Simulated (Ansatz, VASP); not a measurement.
# Ta2NF2: VASP beside Ansatz

One calculation is typed for both programs; each brings its own data sets. How far apart do they land? The structure shown is the start of the Ansatz relaxation below; VASP solves that cell, so the two are compared at the walk's first step.

Calculated with Ansatz 0.2.0; plane waves, with VASP 6.6.1 beside it; single point at PBE.

### 1. The structure

The cell holds 15 atoms: 3 N, 6 Ta and 6 F. Its edges and angles: a = 5.720 Å, b = 5.720 Å, c = 33.200 Å, α = 90.0°, β = 90.0°, γ = 60.0°. It derives from Ta2NF2. Vacuum lies along c.

### 2. Ansatz: relaxation, PBE

Ansatz runs on its default PAW (the set named soft_2) files.

The two programs are compared at the cell with which this relaxation starts, whose forces are those of its first step.

Contents of input.yaml:

```yaml
crystal:
  lattice:
    - [0.0, -5.720348101, 0.0]
    - [-4.953966774, -2.8601740506, 0.0]
    - [0.0, 0.0, -33.2]
  atoms:
    - { symbol: "N", position: [0.6666673157, 0.6666660176, 0.7054213662] }
    - { symbol: "N", position: [0.3333333333, 0.3333333333, 0.6987950205] }
    - { symbol: "N", position: [0.9999993509, 1.0000006491, 0.6921686747] }
    - { symbol: Ta, position: [0.3453321547, 0.6606676355, 0.6689362741] }
    - { symbol: Ta, position: [0.9940011865, 0.3453321547, 0.6689362745] }
    - { symbol: Ta, position: [0.6606670941, -0.0060000079, 0.6689362743] }
    - { symbol: Ta, position: [0.6726656978, 0.321334512, 0.7286540869] }
    - { symbol: Ta, position: [0.321334512, 0.0059994664, 0.7286540873] }
    - { symbol: Ta, position: [1.005999355, 0.6726668922, 0.7286540871] }
    - { symbol: F, position: [0.6730397772, 0.3205877844, 0.6287999517] }
    - { symbol: F, position: [0.3205877844, 0.0063735729, 0.6287996855] }
    - { symbol: F, position: [1.006371976, 0.6730395674, 0.6287998186] }
    - { symbol: F, position: [0.3460788822, 0.6602935561, 0.7687906759] }
    - { symbol: F, position: [0.9936271206, 0.3460788822, 0.7687904097] }
    - { symbol: F, position: [0.6602944595, -0.0063726695, 0.7687905428] }
  periodic: [true, true, false]
kpoints:
  mp_grid: { grid: [9, 9, 1] }
hamiltonian:
  xc: pbe
scf:
  occupations: { method: methfessel_paxton, width: 0.15 }
output:
  forces: true
  stress: true
  eigenvalues: true
relax:
  adjacent_minimum: "off"
  f_tol: 0.002
  max_steps: 120
  cell: { stress_2d_tol: 0.005 }
```

The run is started by

```sh
ansatz run input.yaml --threads 8 --pin off --max-ram 14336MiB --backend cpu --events-out ev --progress --plain --runs-dir out
```

Numbers of over 12 decimals in the logs are rounded to 6 here.

Log:

```text
Warning: the atoms were moved onto the symmetric positions of the space group found under crystal.symmetry.tolerance 1.0e-5 (fractional; no operation is sought that the atoms, as they stand in a round, miss by more than twice it, and no atom is moved by as much as it), and the run uses the moved positions. Before a round's move an operation carried an atom to 1.17e-5 Å from where it should land, the largest such dist [...]
Engine: ansatz 0.2.0, aarch64-unknown-linux-gnu
Pseudopotentials: kind: paw
Pseudopotential: N, paw, valence charge 5, recommended cutoff 420 eV (normal), N.paw.azcp
Pseudopotential: Ta, paw, valence charge 13, recommended cutoff 420 eV (normal), Ta.paw.azcp
Pseudopotential: F, paw, valence charge 7, recommended cutoff 420 eV (normal), F.paw.azcp
Functional definition: PBE
  parameter kappa = 0.804
  parameter beta = 0.066725
  exchange = pbe_x(kappa = kappa, mu = beta*pi^2/3)
  correlation = pbe_c(beta = beta)
Crystal: 15 atoms, lattice volume = 940.835 Å³
Basis set: ecut = 420 eV, 18519 PW (Γ), exchange–correlation on 80×80×450 points (8 copies of the dense FFT grid, shifted against one another)
Bands: 83, of which v1, the nominal top of the filled ones, is band 68 counted from 1 (67 counted from 0)
Symmetry: 6 space group operations
Space group: P-3 (ITA 147), of the structure as read, at distance tolerance 9.8e-5 Å
k-points: 15 of 81
Non-local potential: N, projectors of the file, l = 0: 2, l = 1: 2, l = 2: 1
Non-local potential: Ta, projectors of the file, l = 0: 3, l = 1: 2, l = 2: 2, l = 3: 1
Non-local potential: F, projectors of the file, l = 0: 2, l = 1: 2, l = 2: 1
[...]
SCF iter  10: F=-65602.467173 eV  HF=-65602.467173 eV  |F-HF|=1.46e-10  |Δ(HF+E_count)|=  2.91e-11  S|Δr|=    0.00e0  Δρ=2.32e-9  dr2=2.21e-14  ethr=1.00e-12  ⟨swp⟩=16.6  Hψ=8113  notcnv=0
SCF 19 converged in 10 iterations: F = -65602.467173 eV  dr2 = 2.21e-14
relax step  19: F+E_penalty+E_count = -65602.46717288 eV  Δ(F+E_penalty+E_count) = -2.910e-11 eV  max|allowed force component| = 2.876e-4 eV/Å  Δτ_max = 0.0000 Å  P = -0.001 N/m  Ω = 890.812 Å³  fix = [c, alpha, beta]  reactions: c -0.000 N/m  stress off target by 5.62e-4 N/m on what of the cell is left free  SCF on the basis re-selected at this cell (its energy is not comparable with the rows above)  (10 SCF iters)
basis re-selected at this cell: Δ(F+E_penalty+E_count) = -2.910e-11 eV, ΔP = -0.000 N/m vs the last step (what re-selecting the basis moved, of the pressure what is left beyond the Pulay correction that the steps carried, after the strain that the cell walked since its last selection, with what the two solves' SCF thresholds leave and, on support functions, any second-order correction that the steps lacked; it is no  [...]
SCF converged after 10 iterations
Stability not checked: this state was not tested for a lower state beside it, because cold or Methfessel-Paxton smearing, or corrected tetrahedra, fill the levels in a way that the test cannot read (fill_not_monotonic; see scf.lower_state_search)
Free energy (F): -65602.467173 eV
Harris-Foulkes:  -65602.467173 eV  (|F-HF|=1.46e-10)
Internal energy: -65602.461763 eV  (E = F + TS)
E sigma→0 (E₀):  -65602.465820 eV
Entropy (-TS):   -0.005410 eV (-0.361 meV/atom)
Fermi energy:    -3.927483 eV
--- Per-component energies (eV) ---
  E_band       = -3493.960610
  E_kinetic    = 3840.846193
  E_local      = -400905.273138  (includes V_loc(G=0)·N_el)
  E_nonlocal   = 665.557064
  E_hartree    = 198053.772371
  E_xc         = -1971.592056
  E_vxc        = -2069.700330  (∫ρ·V_xc dr)
  E_paw        = -51965.581034  (= ΣΔE_a)
  E_vpaw       = -1132.948368  (= ΣTr[D̂ρ^β])
  E_aug_tail   = 0.013237  (compensation charges beyond the density's cutoff)
  E_ewald      = 186679.795600
  E_smearing   = -0.005410  (= −TS)
  E_closure    = 0.000000  (closes the sum)
  Σ components = -65602.467173   (vs F -65602.467173, Δ=0.00e0)
--- Forces (eV/Å), atoms counted from 1 ---
  atom   1  N      0.00000000    -0.00000000     0.00014072
  atom   2  N      0.00000000     0.00000000     0.00000000
  atom   3  N     -0.00000000     0.00000000    -0.00014072
  atom   4  Ta     0.00000294    -0.00026343    -0.00020242
  atom   5  Ta    -0.00022960     0.00012917    -0.00020242
  atom   6  Ta     0.00022666     0.00013426    -0.00020242
  atom   7  Ta     0.00022960    -0.00012917     0.00020242
  atom   8  Ta    -0.00000294     0.00026343     0.00020242
  atom   9  Ta    -0.00022666    -0.00013426     0.00020242
  atom  10  F     -0.00023571    -0.00016702     0.00001525
  atom  11  F      0.00026250    -0.00012062     0.00001525
  atom  12  F     -0.00002679     0.00028764     0.00001525
  atom  13  F     -0.00026250     0.00012062    -0.00001525
  atom  14  F      0.00023571     0.00016702    -0.00001525
  atom  15  F      0.00002679    -0.00028764    -0.00001525
  max |Σ_I F_I| component: 4.81e-18 eV/Å
--- 2D stress c σ (N/m, compression-positive) ---
       -0.000562      -0.000000       0.000000
        0.000000      -0.000562       0.000000
        0.000000       0.000000      -0.000000
  P = ½ c Tr σ = -0.0006 N/m
--- Band table (eV; the first three rows and the last of 15) ---
  k-point 0: bands = [... 64 lower, -5.6082, -5.4716, -5.1324, -5.1324, -4.6728, -4.1056, -3.6611, -2.4801, ... 11 higher]
  k-point 1: bands = [... 64 lower, -5.6209, -5.2365, -4.9100, -4.7938, -4.5423, -3.8330, -3.5316, -2.6733, ... 11 higher]
  k-point 2: bands = [... 64 lower, -5.5365, -4.9808, -4.5567, -4.4632, -3.9046, -3.2891, -3.2212, -2.9989, ... 11 higher]
  k-point 14: bands = [... 64 lower, -5.1841, -4.6581, -3.9350, -3.9350, -3.6331, -3.0525, -3.0525, -2.5081, ... 11 higher]
  ° read free of the cell's end (the report's vacuum.weakly_bound_levels)
--- Relaxed structure (16 steps of the walk, 16 accepted, 3 SCFs on fresh bases) ---
  F+E_penalty+E_count = -65602.46717288 eV   max|allowed force component| = 2.876e-4 eV/Å   (the final SCF, on the basis selected at the relaxed cell)
  cell:  # Å, volume = 890.8122 Å³
    - [5.6179030783111766e-11, -5.566199, 0]
    - [-4.820470, -2.783099, 0]
    - [0, 0, -33.2]
  atoms:
    - { symbol: N, position: [0.666667, 0.666667, 0.713270] }
    - { symbol: N, position: [0.333333, 0.333333, 0.698795] }
    - { symbol: N, position: [1.000000, 1.0, 0.684320] }
    - { symbol: Ta, position: [0.370013, 0.650050, 0.666469] }
    - { symbol: Ta, position: [0.979937, 0.370013, 0.666469] }
    - { symbol: Ta, position: [0.650050, -0.020063, 0.666469] }
    - { symbol: Ta, position: [0.686730, 0.296654, 0.731121] }
    - { symbol: Ta, position: [0.296654, 0.016616, 0.731121] }
    - { symbol: Ta, position: [1.016616, 0.686730, 0.731121] }
    - { symbol: F, position: [0.642090, 0.300695, 0.625852] }
    - { symbol: F, position: [0.300695, 0.057216, 0.625852] }
    - { symbol: F, position: [1.057216, 0.642090, 0.625852] }
    - { symbol: F, position: [0.365972, 0.609451, 0.771738] }
    - { symbol: F, position: [1.024577, 0.365972, 0.771738] }
    - { symbol: F, position: [0.609451, 0.024577, 0.771738] }
```

### 3. VASP: single point, PBE, start cell

The same cell, functional, mesh and smearing now go to VASP, with its own data sets.

Lines of VASP's logs that name or quote its potential files are left out, and so is its time.

Contents of INCAR:

```
SYSTEM = Ta2NF2
PREC = Accurate
ENCUT = 520
EDIFF = 1E-06
NELM = 120
ISMEAR = 1
SIGMA = 0.15
LREAL = .FALSE.
ALGO = Normal
GGA = PE
NBANDS = 76
LASPH = .TRUE.
LORBIT = 11
LWAVE = .FALSE.
LCHARG = .FALSE.
ISIF = 2
LDIPOL = .TRUE.
IDIPOL = 3
DIPOL = 0.5 0.5 0.699
LVHAR = .TRUE.
GGA_COMPAT = .FALSE.
NELMDL = -8
KPAR = 4
```

Contents of POSCAR:

```
Ta2NF2
1.0
    0.0000000000     -5.7203480000      0.0000000000
   -4.9539670000     -2.8601740000      0.0000000000
    0.0000000000      0.0000000000    -33.2000000000
N Ta F
3 6 6
Direct
    0.6666666330      0.6666667340      0.7054215060
    0.3333333670      0.3333332660      0.6987951506
    0.0000000000      0.0000000000      0.6921687952
    0.3453325120      0.6606670977      0.6689362349
    0.9940004400      0.3453323367      0.6689362349
    0.6606671489      0.9940003637      0.6689362349
    0.6726662939      0.3213341954      0.7286540663
    0.3213342958      0.0059996363      0.7286540663
    0.0059995851      0.6726661683      0.7286540663
    0.6730394292      0.3205879248      0.6287997892
    0.3205880225      0.0063726706      0.6287997892
    0.0063728241      0.6730392027      0.6287997892
    0.3460786106      0.6602940633      0.7687905120
    0.9936273047      0.3460786073      0.7687905120
    0.6602940847      0.9936273294      0.7687905120
```

Contents of KPOINTS:

```
Automatic mesh
0
Gamma
9 9 1
0 0 0
```

Potentials, in the order of the species: N, Ta_pv and F (PBE family, release 64).

The run is started by

```sh
mpirun -np 4 vasp_std
```

Log:

```text
[banner, memory and clock lines left out]
running    4 mpi-ranks, on    1 nodes
 distrk:  each k-point on    1 cores,    4 groups
 distr:  one band on    1 cores,    1 groups

 POSCAR found type information on POSCAR N TaF
 POSCAR found :  3 types and      15 ions
 LDA part: xc-table for (Slater+PW92), standard interpolation
 POSCAR, INCAR and KPOINTS ok, starting setup
 FFT: planning ... GRIDC
 FFT: planning ... GRID_SOFT
 FFT: planning ... GRID
 WAVECAR not read
 entering main loop
       N       E                     dE             d eps       ncg     rms          rms(c)
DAV:   1     0.119310456937E+04    0.11931E+04   -0.59756E+04  2872   0.128E+03
DAV:   2     0.172619472213E+02   -0.11758E+04   -0.11474E+04  3136   0.326E+02
DAV:   3    -0.140299656385E+03   -0.15756E+03   -0.15578E+03  2728   0.119E+02
DAV:   4    -0.145638704739E+03   -0.53390E+01   -0.52745E+01  2760   0.234E+01
DAV:   5    -0.145824174297E+03   -0.18547E+00   -0.18436E+00  2864   0.383E+00
DAV:   6    -0.145831161038E+03   -0.69867E-02   -0.69666E-02  2804   0.740E-01
DAV:   7    -0.145831514522E+03   -0.35348E-03   -0.35298E-03  2920   0.148E-01
DAV:   8    -0.145831531345E+03   -0.16823E-04   -0.16808E-04  2656   0.324E-02    0.509E+01
DAV:   9    -0.130143751332E+03    0.15688E+02   -0.91459E+01  2740   0.342E+01    0.228E+01
DAV:  10    -0.129706105065E+03    0.43765E+00   -0.69278E+00  2712   0.104E+01    0.101E+01
DAV:  11    -0.129607804253E+03    0.98301E-01   -0.83323E-01  2928   0.388E+00    0.130E+00
DAV:  12    -0.129580581436E+03    0.27223E-01   -0.11532E-01  3112   0.147E+00    0.568E-01
DAV:  13    -0.129578433777E+03    0.21477E-02   -0.43989E-02  2736   0.783E-01    0.277E-01
DAV:  14    -0.129576601656E+03    0.18321E-02   -0.12454E-02  3032   0.424E-01    0.120E-01
[...]
DAV:  20    -0.129577783149E+03   -0.28983E-03   -0.45102E-05  2680   0.249E-02    0.376E-03
DAV:  21    -0.129577953478E+03   -0.17033E-03   -0.53186E-06  2376   0.707E-03    0.284E-03
DAV:  22    -0.129578080222E+03   -0.12674E-03   -0.44776E-06  1944   0.321E-03    0.196E-03
DAV:  23    -0.129578126855E+03   -0.46632E-04   -0.21141E-06  1880   0.307E-03    0.612E-04
DAV:  24    -0.129578142715E+03   -0.15860E-04   -0.61510E-07  1816   0.197E-03    0.760E-04
DAV:  25    -0.129578148466E+03   -0.57504E-05   -0.16365E-07  1768   0.896E-04    0.445E-04
DAV:  26    -0.129578152926E+03   -0.44602E-05   -0.24009E-07  1800   0.847E-04    0.132E-04
DAV:  27    -0.129578153559E+03   -0.63365E-06   -0.21148E-08  1616   0.454E-04
   1 F= -.12957815E+03 E0= -.12957774E+03  d E =-.124704E-02
```

[end of part 1 of 2]

[Lines on the potential files, build, host, timing and source positions are cut from VASP's logs without a mark.]

[Logs are printed without paths, hosts, clocks, repeated set-up lines and the standing remarks that a program may print on its own settings, such as how far it seeks lower states.]

[Hosts, paths, dates, database ids (printed as entryN), source tags and the programs' standing remarks are cut or masked in the printed files.]
